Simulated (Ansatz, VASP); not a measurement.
## Be2B3: VASP beside Ansatz

INCAR

```
SYSTEM = Be2B3
PREC = Accurate ; ENCUT = 600
EDIFF = 1E-6 ; ISMEAR = 0
SIGMA = 0.1 ; LREAL = .False.
LASPH = .True. ; NELM = 80
ALGO = Normal ; ISIF = 3
LWAVE = .False. ; LCHARG = .False.
GGA = PE ; IBRION = 2
NSW = 100 ; EDIFFG = -0.01
```

File KPOINTS:

```
Automatic mesh
0
Gamma
  12 12 10
  0 0 0
```

POSCAR

```
Be2B3
1.0
    3.5397470091      0.0000000000      0.0000000000
   -1.7698735045      3.0655108328      0.0000000000
    0.0000000000      0.0000000000      3.4980264955
Be B
2 3
Direct
    0.6666666667      0.3333333333      0.5000000000
    0.3333333333      0.6666666667      0.0000000000
    0.0000000000      0.0000000000      0.7498397208
    0.0000000000      0.0000000000      0.2501602792
    0.6666666667      0.3333333333      0.0000000000
```

Input for Ansatz:

```yaml
crystal:
  lattice:
    - [3.5397470091, 0.0, 0.0]
    - [-1.7698735045, 3.0655108328, 0.0]
    - [0.0, 0.0, 3.4980264955]
  atoms:
    - { symbol: Be, position: [0.6666666667, 0.3333333333, 0.5] }
    - { symbol: Be, position: [0.3333333333, 0.6666666667, 0.0] }
    - { symbol: B, position: [0.0, 0.0, 0.7498397208] }
    - { symbol: B, position: [0.0, 0.0, 0.2501602792] }
    - { symbol: B, position: [0.6666666667, 0.3333333333, 0.0] }
basis:
  ecutwfc: 420
kpoints:
  mp_grid: { grid: [12, 12, 10] }
hamiltonian:
  xc: pbe
scf:
  occupations: { method: gaussian, width: 0.1 }
output:
  forces: true
  stress: true
  eigenvalues: true
  write_density: true
  write_potential: true
  elf: true
  volumetric_format: npy
relax:
  adjacent_minimum: "off"
  f_tol: 0.01
  max_steps: 80
  cell: { stress_tol: 0.05 }
```

Change from the starting cell: species swapped into the Fe3Ge2 type (P-6m2, No. 187).

Alike in both runs: task relaxation of cell and atoms; functional PBE; k mesh 12 × 12 × 10; occupations gaussian, width 0.1 eV; no spin polarisation.

```csv
,VASP,Ansatz
version,VASP 6.6.1,Ansatz 0.2.0
potentials or method,"VASP PAW PBE potentials, release 64 (Be, B)","scalar-relativistic, plane waves, PAW"
plane-wave cutoff (eV),600,420
valence electrons in the cell,13,13
```

|  | VASP | Ansatz | Ansatz less VASP |
| --- | --- | --- | --- |
| gap on the k mesh at the Fermi level, each at its own relaxed structure (eV) | none | none | - |
| relaxed volume (Å³/atom) | 7.61 | 7.62 | +0.011 |
| relaxed cell length with the largest relative difference (Å) | 3.542 | 3.545 | +0.0033 |

A gap of «none» marks a metal or a gap that the smearing closes.

Caveats: the bands computed are all filled at some k points, so no gap is given.
